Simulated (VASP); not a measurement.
Given:

```xyz
4
Lattice="1.5348 -2.6583 0.0000 1.5348 2.6583 0.0000 0.0000 0.0000 5.0403" Properties=species:S:1:pos:R:3 pbc="T T T"
Si     1.5348    -0.8861     2.5182
Si     1.5348     0.8861     5.0383
C      1.5348    -0.8861     4.4122
C      1.5348     0.8861     1.8921
```

All values below come from PBE GGA with D3 dispersion (Becke-Johnson damping), VASP's PBE PAW potentials (set 64) (plane waves; VASP). Settings: 520 eV cut-off, 9×9×5 Γ-centred mesh, tetrahedra with Blöchl corrections, potentials Si C.

Q: Estimate the energy per atom (σ→0), band gap (on the k-mesh) with the smallest direct gap where there is one.

A: 
```yaml
band gap (on the k-mesh): 2.26 eV
smallest direct gap (on the k-mesh): 4.02 eV
energy per atom (σ→0): -7.827 eV/atom
```

The absolute energy has meaning only against runs of the same code, potentials and settings.

The compound is SiC in the wurtzite structure, the rare 2H polytype. It was relaxed first.
